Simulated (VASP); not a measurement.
```
InSb
1.0
    0.00000     3.22581     3.22581
    3.22581     0.00000     3.22581
    3.22581     3.22581     0.00000
In Sb
1 1
Cartesian
  0.00000   0.00000   0.00000
  1.61290   1.61290   1.61290
```

These are LDA (Ceperley-Alder, Perdew-Zunger), VASP's LDA PAW potentials (set 64) (plane waves; VASP 6.6.1) values and carry that method's errors. Settings: 500 eV cut-off, 10×10×10 Γ-centred mesh, first-order Methfessel-Paxton smearing of 0.10 eV, potentials In_d Sb.

Unless said otherwise, spin-orbit coupling is left out, though it shifts the bands of the heavy elements here.

### Question
Predict the energy per atom (σ→0), band gap (on the k-mesh) with the smallest direct gap where there is one.

### Answer

```yaml
band gap (on the k-mesh): none (metal, semimetal or under 0.01 eV)
energy per atom (σ→0): -4.108 eV/atom
```

The compound is InSb in the zinc blende structure. It was relaxed first.
